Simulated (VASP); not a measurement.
The system is SrBr3.

```
CELL_PARAMETERS angstrom
6.76406 0.00000 0.00000
-3.38203 5.85785 0.00000
0.00000 0.00000 6.02426
ATOMIC_POSITIONS crystal
Sr 0.33333 0.66667 0.75000
Sr 0.66667 0.33333 0.25000
Br 0.17270 0.34539 0.25000
Br 0.17270 0.82730 0.25000
Br 0.65461 0.82730 0.25000
Br 0.82730 0.65461 0.75000
Br 0.82730 0.17270 0.75000
Br 0.34539 0.17270 0.75000
```

The cell comes from a database or a generator and needn't be the stable form of this composition.

| Quantity | Value |
| --- | --- |
| Program | VASP 6.6.1 |
| Task | single point |
| Functional | PBE |
| Potentials or basis | VASP PAW PBE potentials, release 64 (Sr_sv, Br) |
| Cutoff | 520 eV |
| k mesh | 5 × 5 × 5 |
| Occupations | fermi-dirac, width 0.05 eV |
| Spin | no spin polarisation |

On this cell: pressure -0.3 GPa; largest force 0.043 eV/Å; band gap on the k mesh none (metal or under the smearing width).

The same run follows on a disturbed copy (atoms moved at random, drawn with an rms of 0.05 Å):

```xyz
8
Lattice="6.7641 0.0000 0.0000 -3.3820 5.8578 0.0000 0.0000 0.0000 6.0243" Properties=species:S:1:pos:R:3 pbc="T T T"
Sr    0.0227    3.8544    4.5240
Sr    3.4048    1.9332    1.4741
Br    0.0241    2.0219    1.4667
Br   -1.6192    4.8279    1.5033
Br    1.6948    4.8372    1.4588
Br    3.3804    3.8514    4.4955
Br    5.0587    1.0195    4.5165
Br    1.7812    1.0336    4.5074
```

Problem. What does the disturbed cell give?

Solution. The energy (extrapolated to zero smearing) moves by +0.7 meV/atom; pressure -0.3 GPa; largest force 0.109 eV/Å; band gap on the k mesh none (metal or under the smearing width).

Forces on the atoms (eV/Å):
```
Sr  -0.001  0.018  0.009
Sr   0.002  0.000 -0.002
Br   0.022 -0.016  0.056
Br   0.053  0.038 -0.019
Br  -0.095  0.018  0.052
Br   0.059  0.000 -0.008
Br  -0.033  0.008 -0.071
Br  -0.008 -0.067 -0.016
```

Stress tensor (GPa, compression positive):
```
-0.38 -0.01 -0.07
-0.01 -0.46  0.00
-0.07  0.00  0.04
```
